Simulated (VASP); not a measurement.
Output of a VASP run:

OUTCAR:
```
 ion  position               nearest neighbor table
   1  0.000  0.000  0.000-
  LATTYP: Found a face centered cubic cell.
 ALAT       =     5.4570592416
 Subroutine PRICEL returns:
 Original cell was already a primitive cell.
 Subroutine GETGRP returns: Found 48 space group operations
The static configuration has the point symmetry O_h .
The dynamic configuration has the point symmetry O_h .
 Subroutine INISYM returns: Found 48 space group operations
 Subroutine IBZKPT returns following result:
 Found     47 irreducible k-points:

 Following reciprocal coordinates:
            Coordinates               Weight
  0.000000  0.000000  0.000000      1.000000
  0.100000  0.000000  0.000000      8.000000
  0.200000  0.000000  0.000000      8.000000
  0.300000  0.000000  0.000000      8.000000
  0.400000  0.000000  0.000000      8.000000
  0.500000  0.000000  0.000000      4.000000
  0.100000  0.100000  0.000000      6.000000
  0.200000  0.100000  0.000000     24.000000
  0.300000  0.100000  0.000000     24.000000
  0.400000  0.100000  0.000000     24.000000
  0.500000  0.100000  0.000000     24.000000
 -0.400000  0.100000  0.000000     24.000000
 -0.300000  0.100000  0.000000     24.000000
 -0.200000  0.100000  0.000000     24.000000
 -0.100000  0.100000  0.000000     12.000000
  0.200000  0.200000  0.000000      6.000000
  0.300000  0.200000  0.000000     24.000000
  0.400000  0.200000  0.000000     24.000000
  0.500000  0.200000  0.000000     24.000000
 -0.400000  0.200000  0.000000     24.000000
 -0.300000  0.200000  0.000000     24.000000
 -0.200000  0.200000  0.000000     12.000000
  0.300000  0.300000  0.000000      6.000000
  0.400000  0.300000  0.000000     24.000000
  0.500000  0.300000  0.000000     24.000000
 -0.400000  0.300000  0.000000     24.000000
 -0.300000  0.300000  0.000000     12.000000
  0.400000  0.400000  0.000000      6.000000
  0.500000  0.400000  0.000000     24.000000
 -0.400000  0.400000  0.000000     12.000000
  0.500000  0.500000  0.000000      3.000000
  0.300000  0.200000  0.100000     24.000000
  0.400000  0.200000  0.100000     48.000000
  0.500000  0.200000  0.100000     48.000000
 -0.400000  0.200000  0.100000     24.000000
  0.400000  0.300000  0.100000     24.000000
  0.500000  0.300000  0.100000     48.000000
 -0.400000  0.300000  0.100000     48.000000
 -0.300000  0.300000  0.100000     48.000000
 -0.200000  0.300000  0.100000     24.000000
   k-points           NKPTS =     47   k-points in BZ     NKDIM =     47   number of bands    NBANDS=      9
   number of dos      NEDOS =    301   number of ions     NIONS =      1
   total plane-waves  NPLWV =  21952
   dimension x,y,z NGX =    28 NGY =   28 NGZ =   28
   dimension x,y,z NGXF=    56 NGYF=   56 NGZF=   56
   ions per type =               1
   PREC   = accura    normal or accurate (medium, high low for compatibility)
   ISTART =      0    job   : 0-new  1-cont  2-samecut
   ICHARG =      2    charge: 1-file 2-atom 10-const
   ISPIN  =      1    spin polarized calculation?
   LNONCOLLINEAR =      F non collinear calculations
   LSORBIT =      F    spin-orbit coupling
   INIWAV =      1    electr: 0-lowe 1-rand  2-diag
   ENCUT  =  480.0 eV  35.28 Ry    5.94 a.u.   6.89  6.89  6.89*2*pi/ulx,y,z
   NELM   =    100;   NELMIN=  2; NELMDL= -5     # of ELM steps
   EDIFF  = 0.1E-06   stopping-criterion for ELM
   LREAL  =      F    real-space projection
   NLSPLINE    = F    spline interpolate recip. space projectors
   LMAXMIX     =    2 max onsite mixed and CHGCAR
   VOSKOWN=      0    Vosko Wilk Nusair interpolation
   EDIFFG = 0.1E-05   stopping-criterion for IOM
   NSW    =      0    number of steps for IOM
   NBLOCK =      1;   KBLOCK =      1    inner block; outer block
   IBRION =     -1    ionic relax: 0-MD 1-quasi-New 2-CG
   NFREE  =      0    steps in history (QN), initial steepest desc. (CG)
...
```

OSZICAR:
```
       N       E                     dE             d eps       ncg     rms          rms(c)
DAV:   1     0.602852024825E+02    0.60285E+02   -0.48987E+03   846   0.942E+02
DAV:   2    -0.876577112650E+00   -0.61162E+02   -0.60766E+02   875   0.223E+02
DAV:   3    -0.210291719685E+01   -0.12263E+01   -0.12203E+01  1299   0.335E+01
DAV:   4    -0.214480895709E+01   -0.41892E-01   -0.41907E-01  1250   0.504E+00
DAV:   5    -0.214555906489E+01   -0.75011E-03   -0.74985E-03  1363   0.428E-01    0.227E+00
DAV:   6    -0.213835710768E+01    0.72020E-02   -0.77478E-03  1087   0.123E+00    0.136E+00
DAV:   7    -0.213460517273E+01    0.37519E-02   -0.13934E-02   984   0.173E+00    0.924E-02
DAV:   8    -0.213447058358E+01    0.13459E-03   -0.11346E-03  1011   0.337E-01    0.180E-02
DAV:   9    -0.213447504304E+01   -0.44595E-05   -0.85361E-05  1283   0.833E-02    0.440E-03
DAV:  10    -0.213447524973E+01   -0.20669E-06   -0.54030E-06  1203   0.250E-02    0.989E-04
DAV:  11    -0.213447490232E+01    0.34741E-06   -0.22261E-07  1167   0.575E-03    0.572E-04
DAV:  12    -0.213447489254E+01    0.97784E-08   -0.15653E-08   623   0.904E-04
   1 F= -.21344749E+01 E0= -.21343784E+01  d E =-.289403E-03
```

### OUTCAR
```
------------------------ aborting loop because EDIFF is reached ----------------------------------------
  FORCE on cell =-STRESS in cart. coord.  units (eV):
  Direction    XX          YY          ZZ          XY          YZ          ZX
  --------------------------------------------------------------------------------------
  Total        0.0022636      0.0022636      0.0022636     -0.0000000     -0.0000000      0.0000000
  in kB        0.0892678      0.0892678      0.0892678     -0.0000000     -0.0000000      0.0000000
  external PRESSURE =       0.0892678 kB  Pullay stress =       0.0000000 kB
  volume of cell :       40.63
      direct lattice vectors                 reciprocal lattice vectors
     0.000000000  2.728529621  2.728529621    -0.183248881  0.183248881  0.183248881
     2.728529621  0.000000000  2.728529621     0.183248881 -0.183248881  0.183248881
     2.728529621  2.728529621  0.000000000     0.183248881  0.183248881 -0.183248881
 POSITION                                       TOTAL-FORCE (eV/Angst)
 -----------------------------------------------------------------------------------
      0.00000      0.00000      0.00000         0.000000     -0.000000     -0.000000
 -----------------------------------------------------------------------------------
    total drift:                               -0.000000     -0.000000     -0.000000
  FREE ENERGIE OF THE ION-ELECTRON SYSTEM (eV)
  ---------------------------------------------------
  free  energy   TOTEN  =        -2.1344748925 eV

  energy  without entropy=       -2.1341854897  energy(sigma->0) =       -2.13437842
```
(Selected blocks of OUTCAR.)

File POSCAR:
```
Ca
1
    0.0000000000     2.7285296208     2.7285296208
    2.7285296208     0.0000000000     2.7285296208
    2.7285296208     2.7285296208     0.0000000000
Ca
1
Direct
  0.0000000000   0.0000000000   0.0000000000
```

**Question.** Write an INCAR and KPOINTS that could have produced this output.

**Answer.** This is not unique; one that fits is the input of the run itself, PBEsol GGA, plane waves, VASP's PBE PAW potentials (set 64).

**INCAR**
```
! general
SYSTEM  =  Ca
PREC    =  Accurate
ENCUT   =  480
LREAL   =  .FALSE.
LASPH   =  .TRUE.

! electronic loop
EDIFF   =  1E-7
NELM    =  100
ALGO    =  Normal

! smearing
ISMEAR  =  1
SIGMA   =  0.1

! functional
GGA     =  PS

! ions
ISIF    =  2

! output
LWAVE   =  .FALSE.
LCHARG  =  .FALSE.
```

**KPOINTS**
```
Automatic mesh
0
Gamma
10 10 10
0 0 0
```

POTCAR, in this order: Ca_sv (PBE.64 set). Program: vasp_std.

The compound is Ca in the fcc structure. It was relaxed first, which changed the volume by -6 %.
